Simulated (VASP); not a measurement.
# YB17N18 (a cell with a defect) in VASP: notebook, part 2 of 2

VASP 6.6.1. The steps go on from the part before.

## 4. Single point, PBE

This run's cell holds other atoms than the first one's.

File INCAR:

```
SYSTEM = B18SeN17
ALGO     = Fast           ! electronic algorithm
EDIFF    = 1E-7           ! SCF threshold, eV
ENCUT    = 520            ! plane-wave cutoff, eV
GGA      = PE             ! functional
ISIF     = 2              ! what is computed and relaxed
ISMEAR   = -1             ! smearing method
LASPH    = .True.         ! aspherical terms in the spheres
LCHARG   = .True.         ! write CHGCAR
LELF     = .True.         ! ELF
LREAL    = Auto         
LVHAR    = .True.       
LWAVE    = .False.        ! write WAVECAR
NBANDS   = 96             ! bands
NELECT   = 144.0        
NELM     = 100            ! most SCF steps
PREC     = Accurate       ! precision mode
SIGMA    = 0.01           ! smearing width, eV
```

File KPOINTS:

```
k-points
0
Gamma
  3 3 3
  0 0 0
```

File POSCAR:

```
B18SeN17
1.0
    7.4947200001      0.0000000000      0.0000000000
   -3.7473600000      6.4906179143      0.0000000000
    0.0000000000      0.0000000000      6.6357000000
B Se N
18 1 17
Direct
    0.1111111111      0.2222222222      0.2500000000
    0.1110647908      0.5556415397      0.2500000000
    0.1110647908      0.8887565844      0.2500000000
    0.4445767489      0.2222685425      0.2500000000
    0.4445767489      0.5556415397      0.2500000000
    0.4444444444      0.8888888889      0.2500000000
    0.7776917936      0.2222685425      0.2500000000
    0.7777777778      0.5555555556      0.2500000000
    0.7776917936      0.8887565844      0.2500000000
    0.2455622870      0.0877710464      0.7500000000
    0.2455622870      0.4911245740      0.7500000000
    0.2236935956      0.7785134645      0.7500000000
    0.5548198689      0.1096397377      0.7500000000
    0.5587346063      0.4460339698      0.7500000000
    0.5548198689      0.7785134645      0.7500000000
    0.8422087594      0.0877710464      0.7500000000
    0.8872993635      0.4460339698      0.7500000000
    0.8872993635      0.7745987270      0.7500000000
    0.1111111111      0.2222222222      0.7500000000
    0.1092745507      0.5640507301      0.7500000000
    0.1092745507      0.8785571540      0.7500000000
    0.4547761794      0.2240587826      0.7500000000
    0.4547761794      0.5640507301      0.7500000000
    0.4444444444      0.8888888889      0.7500000000
    0.7692826032      0.2240587826      0.7500000000
    0.7777777778      0.5555555556      0.7500000000
    0.7692826032      0.8785571540      0.7500000000
    0.2222660266      0.1110673067      0.2500000000
    0.2222660266      0.4445320533      0.2500000000
    0.2222240234      0.7777786784      0.2500000000
    0.5555546550      0.1111093099      0.2500000000
    0.5555554058      0.4444443696      0.2500000000
    0.5555546550      0.7777786784      0.2500000000
    0.8888012801      0.1110673067      0.2500000000
    0.8888889638      0.4444443696      0.2500000000
    0.8888889638      0.7777779275      0.2500000000
```

Potentials or basis: VASP PAW PBE potentials, release 64 (B, Se, N).

The run is started by

```
cat potpaw_PBE.64/B/POTCAR potpaw_PBE.64/Se/POTCAR potpaw_PBE.64/N/POTCAR > POTCAR
mpirun -np 1 vasp_std > vasp.out
```

Wall time 3.2 min (1 thread of Intel Xeon 6975P-C (Granite Rapids), shared host); peak memory 0.45 GiB.

It converged, with:

- Free energy: -307.3946 eV
- Largest force: 0.109 eV/Å
- Band gap on the k mesh: 3.45 eV, indirect (least direct gap 3.65 eV)

Forces in eV/Å, atoms in the order of the input:
```
B    0.000  0.000  0.000
B   -0.001 -0.001  0.000
B   -0.001  0.000  0.000
B    0.000  0.001  0.000
B    0.001 -0.001  0.000
B    0.000  0.000  0.000
B    0.000  0.001  0.000
B    0.000  0.000  0.000
B    0.001  0.000  0.000
B    0.094 -0.054  0.000
B    0.000  0.109  0.000
B    0.004  0.003  0.000
B    0.000 -0.005  0.000
B   -0.006 -0.003  0.000
B   -0.004  0.003  0.000
B   -0.094 -0.054  0.000
B    0.006 -0.003  0.000
B    0.000  0.007  0.000
Se   0.000  0.000  0.000
N   -0.002 -0.006  0.000
N   -0.007  0.001  0.000
N   -0.004  0.005  0.000
N    0.002 -0.006  0.000
N    0.000  0.000  0.000
N    0.004  0.005  0.000
N    0.000  0.000  0.000
N    0.007  0.001  0.000
N    0.000  0.000  0.000
N    0.000  0.000  0.000
N    0.000  0.000  0.000
N    0.000  0.000  0.000
N    0.001  0.000  0.000
N    0.000  0.000  0.000
N    0.000  0.000  0.000
N   -0.001  0.000  0.000
N    0.000 -0.001  0.000
```

Levels at points of the mesh, in eV from the valence-band top:
| k point | band 70 | band 71 | band 72 | band 73 | band 74 | band 75 |
| --- | --- | --- | --- | --- | --- | --- |
| (0.00, 0.00, 0.00) | -0.63 | -0.08 | -0.08 | 3.83 | 3.83 | 4.81 |

Caveat: the cell carries a net charge on a neutralising background, which shifts energy and pressure; the cell is charged against a uniform background, so pressure and absolute levels hang on convention.

## 5. Single point, PBE

This run's cell holds other atoms than the first one's.

File INCAR:

```
SYSTEM = B18SeN17
PREC = Accurate
ENCUT = 520
EDIFF = 1E-6
ISMEAR = -1
SIGMA = 0.01
LREAL = Auto
LASPH = .True.
NELM = 100
ALGO = Fast
ISIF = 2
LWAVE = .False.
LCHARG = .True.
GGA = PE
LELF = .True.
LVHAR = .True.
NBANDS = 96
NELECT = 144.0
```

File KPOINTS:

```
Automatic mesh
0
Gamma
  3 3 3
  0 0 0
```

File POSCAR:

```
B18SeN17
1.0
    7.4947200000      0.0000000000      0.0000000000
   -3.7473600000      6.4906179144      0.0000000000
    0.0000000000      0.0000000000      6.6357000000
B Se N
18 1 17
Direct
    0.1111111111      0.2222222222      0.2500000000
    0.1111111111      0.5555555556      0.2500000000
    0.1111111111      0.8888888889      0.2500000000
    0.4444444444      0.2222222222      0.2500000000
    0.4444444444      0.5555555556      0.2500000000
    0.4444444444      0.8888888889      0.2500000000
    0.7777777778      0.2222222222      0.2500000000
    0.7777777778      0.5555555556      0.2500000000
    0.7777777778      0.8888888889      0.2500000000
    0.2222222222      0.1111111111      0.7500000000
    0.2222222222      0.4444444444      0.7500000000
    0.2222222222      0.7777777778      0.7500000000
    0.5555555556      0.1111111111      0.7500000000
    0.5555555556      0.4444444444      0.7500000000
    0.5555555556      0.7777777778      0.7500000000
    0.8888888889      0.1111111111      0.7500000000
    0.8888888889      0.4444444444      0.7500000000
    0.8888888889      0.7777777778      0.7500000000
    0.1111111111      0.2222222222      0.7500000000
    0.1111111111      0.5555555556      0.7500000000
    0.1111111111      0.8888888889      0.7500000000
    0.4444444444      0.2222222222      0.7500000000
    0.4444444444      0.5555555556      0.7500000000
    0.4444444444      0.8888888889      0.7500000000
    0.7777777778      0.2222222222      0.7500000000
    0.7777777778      0.5555555556      0.7500000000
    0.7777777778      0.8888888889      0.7500000000
    0.2222222222      0.1111111111      0.2500000000
    0.2222222222      0.4444444444      0.2500000000
    0.2222222222      0.7777777778      0.2500000000
    0.5555555556      0.1111111111      0.2500000000
    0.5555555556      0.4444444444      0.2500000000
    0.5555555556      0.7777777778      0.2500000000
    0.8888888889      0.1111111111      0.2500000000
    0.8888888889      0.4444444444      0.2500000000
    0.8888888889      0.7777777778      0.2500000000
```

The run is started by

```
cat potpaw_PBE.64/B/POTCAR potpaw_PBE.64/Se/POTCAR potpaw_PBE.64/N/POTCAR > POTCAR
mpirun -np 1 vasp_std > vasp.out
```

Wall time 2.8 min (1 thread of Intel Xeon 6975P-C (Granite Rapids), shared host); peak memory 0.45 GiB.

Results (log left out):

- Free energy: -296.1173 eV
- Largest force: 29.868 eV/Å
- Band gap on the k mesh: 2.64 eV, indirect (least direct gap 3.01 eV)

Forces in eV/Å, atoms in the order of the input:
```
B     0.000   0.000   0.000
B    -0.171   0.125   0.000
B     0.022  -0.210   0.000
B     0.193   0.086   0.000
B     0.171   0.125   0.000
B     0.000   0.000   0.000
B    -0.193   0.086   0.000
B     0.000   0.000   0.000
B    -0.022  -0.210   0.000
B    25.867 -14.934   0.000
B     0.000  29.868   0.000
B     0.393   0.227   0.000
B     0.000  -0.454   0.000
B     0.582   0.336   0.000
B    -0.393   0.227   0.000
B   -25.867 -14.934   0.000
B    -0.582   0.336   0.000
B     0.000  -0.672   0.000
Se    0.000   0.000   0.000
N     0.177  -0.101   0.000
N     0.001   0.204   0.000
N    -0.176  -0.103   0.000
N    -0.177  -0.101   0.000
N     0.000   0.000   0.000
N     0.176  -0.103   0.000
N     0.000   0.000   0.000
N    -0.001   0.204   0.000
N    -0.123   0.071   0.000
N     0.000  -0.142   0.000
N    -0.019  -0.011   0.000
N     0.000   0.022   0.000
N    -0.073  -0.042   0.000
N     0.019  -0.011   0.000
N     0.123   0.071   0.000
N     0.073  -0.042   0.000
N     0.000   0.085   0.000
```

Levels at points of the mesh, in eV from the valence-band top:
| k point | band 70 | band 71 | band 72 | band 73 | band 74 | band 75 |
| --- | --- | --- | --- | --- | --- | --- |
| (0.00, 0.00, 0.00) | -0.73 | -0.09 | -0.09 | 3.16 | 3.16 | 4.75 |

Caveat: the cell carries a net charge on a neutralising background, which shifts energy and pressure; the cell is charged against a uniform background, so pressure and absolute levels hang on convention.

## 6. Single point, PBE

This run's cell holds other atoms than the first one's.

File INCAR:

```
PREC     = Accurate       # precision mode
ENCUT    = 520            # plane-wave cutoff, eV
EDIFF    = 1E-6           # SCF threshold, eV
ISMEAR   = -1             # smearing method
SIGMA    = 0.01           # smearing width, eV
LREAL    = Auto         
LASPH    = T              # aspherical terms in the spheres
NELM     = 60             # most SCF steps
ALGO     = Normal         # electronic algorithm
ISIF     = 2              # what is computed and relaxed
LWAVE    = F              # write WAVECAR
LCHARG   = F              # write CHGCAR
GGA      = PE             # functional
NELECT   = 144.0        
NBANDS   = 96             # bands
```

File KPOINTS:

```
regular mesh
0
Gamma
  3 3 3
```

File POSCAR:

```
SiB18N17
1.0
    7.4947200001      0.0000000000      0.0000000000
   -3.7473600000      6.4906179143      0.0000000000
    0.0000000000      0.0000000000      6.6357000000
B Si N
18 1 17
Direct
    0.1111111111      0.2222222222      0.2500000000
    0.1114898034      0.5552811917      0.2500000000
    0.1114898034      0.8895419451      0.2500000000
    0.4437913883      0.2218435299      0.2500000000
    0.4437913883      0.5552811917      0.2500000000
    0.4444444444      0.8888888889      0.2500000000
    0.7780521416      0.2218435299      0.2500000000
    0.7777777778      0.5555555556      0.2500000000
    0.7780521416      0.8895419451      0.2500000000
    0.2416940485      0.0916392848      0.7500000000
    0.2416940485      0.4833880970      0.7500000000
    0.2223795659      0.7778564496      0.7500000000
    0.5554768837      0.1109537674      0.7500000000
    0.5571328488      0.4452330911      0.7500000000
    0.5554768837      0.7778564496      0.7500000000
    0.8499452363      0.0916392848      0.7500000000
    0.8881002422      0.4452330911      0.7500000000
    0.8881002422      0.7762004845      0.7500000000
    0.1111111111      0.2222222222      0.7500000000
    0.1096135076      0.5654314970      0.7500000000
    0.1096135076      0.8775153439      0.7500000000
    0.4558179894      0.2237198258      0.7500000000
    0.4558179894      0.5654314970      0.7500000000
    0.4444444444      0.8888888889      0.7500000000
    0.7679018363      0.2237198258      0.7500000000
    0.7777777778      0.5555555556      0.7500000000
    0.7679018363      0.8775153439      0.7500000000
    0.2226502103      0.1106831230      0.2500000000
    0.2226502103      0.4453004207      0.2500000000
    0.2222873456      0.7778103395      0.2500000000
    0.5555229939      0.1110459878      0.2500000000
    0.5555645233      0.4444489283      0.2500000000
    0.5555229939      0.7778103395      0.2500000000
    0.8880329126      0.1106831230      0.2500000000
    0.8888844050      0.4444489283      0.2500000000
    0.8888844050      0.7777688101      0.2500000000
```

Potentials or basis: VASP PAW PBE potentials, release 64 (B, Si, N).

The run is started by

```
cat potpaw_PBE.64/B/POTCAR potpaw_PBE.64/Si/POTCAR potpaw_PBE.64/N/POTCAR > POTCAR
mpirun -np 1 vasp_std > vasp.out
```

It took 4.3 min on 1 thread of AMD EPYC 9R45 (Zen 5), shared host; peak memory 0.42 GiB.

The run converged. Its results:

| Quantity | Value |
| --- | --- |
| Free energy | -296.3528 eV |
| Largest force | 0.014 eV/Å |
| Band gap on the k mesh | 1.33 eV, direct |

Forces in eV/Å, atoms in the order of the input:
```
B    0.000  0.000  0.000
B   -0.004  0.002  0.000
B    0.000 -0.004  0.000
B    0.004  0.002  0.000
B    0.004  0.002  0.000
B    0.000  0.000  0.000
B   -0.004  0.002  0.000
B    0.000  0.000  0.000
B    0.000 -0.004  0.000
B   -0.001  0.000  0.000
B    0.000 -0.001  0.000
B    0.008  0.005  0.000
B    0.000 -0.009  0.000
B   -0.008 -0.005  0.000
B   -0.008  0.005  0.000
B    0.001  0.000  0.000
B    0.008 -0.005  0.000
B    0.000  0.010  0.000
Si   0.000  0.000  0.000
N   -0.008 -0.012  0.000
N   -0.014 -0.001  0.000
N   -0.007  0.013  0.000
N    0.008 -0.012  0.000
N    0.000  0.000  0.000
N    0.007  0.013  0.000
N    0.000  0.000  0.000
N    0.014 -0.001  0.000
N    0.003 -0.002  0.000
N    0.000  0.003  0.000
N    0.003  0.002  0.000
N    0.000 -0.004  0.000
N    0.000  0.000  0.000
N   -0.003  0.002  0.000
N   -0.003 -0.002  0.000
N    0.000  0.000  0.000
N    0.000  0.000  0.000
```

Levels at points of the mesh, in eV from the valence-band top:
```csv
k point,band 69,band 70,band 71,band 72,band 73,band 74,band 75,band 76
"(0.00, 0.00, 0.00)",-2.83,-0.62,-0.62,-0.09,1.74,1.90,2.23,2.23
```

Caveat: the cell carries a net charge on a neutralising background, which shifts energy and pressure; the cell is charged against a uniform background, so pressure and absolute levels hang on convention.
